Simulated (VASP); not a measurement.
Consider the following.

```
CELL_PARAMETERS angstrom
      5.56733     0.00000     0.00000
      0.00000     5.56733     0.00000
      0.00000     0.00000     5.56733
ATOMIC_POSITIONS crystal
  Mg 0.25000 0.00000 0.50000
  Mg 0.75000 0.00000 0.50000
  Mg 0.50000 0.75000 0.00000
  Mg 0.50000 0.25000 0.00000
  Mg 0.00000 0.50000 0.75000
  Mg 0.00000 0.50000 0.25000
  O  0.25000 0.50000 0.00000
  O  0.75000 0.50000 0.00000
  O  0.00000 0.75000 0.50000
  O  0.00000 0.25000 0.50000
  O  0.50000 0.00000 0.75000
  O  0.50000 0.00000 0.25000
```

Level of theory: r2SCAN meta-GGA, VASP's PBE PAW potentials (set 64) (plane waves; VASP). Run with 520 eV cut-off, 5×5×5 Γ-centred mesh, tetrahedra with Blöchl corrections, potentials Mg O.

The cores are frozen, which limits the accuracy of field gradients.

Q: Give the principal components of the electric field gradient (V/Å²) and the asymmetry η at each nucleus.

A: 
```tsv
atom	Vxx	Vyy	Vzz	η
Mg1	10.3	10.3	-20.7	0.00
Mg2	10.3	10.3	-20.7	0.00
Mg3	10.3	10.3	-20.7	0.00
Mg4	10.3	10.3	-20.7	0.00
Mg5	10.3	10.3	-20.7	0.00
Mg6	10.3	10.3	-20.7	0.00
O7	11.7	11.7	-23.5	0.00
O8	11.7	11.7	-23.5	0.00
O9	11.7	11.7	-23.5	0.00
O10	11.7	11.7	-23.5	0.00
O11	11.7	11.7	-23.5	0.00
O12	11.7	11.7	-23.5	0.00
```

The structure comes from a computed database's MgO entry (Pm-3n); how it stands against other phases isn't given here. It was relaxed first.
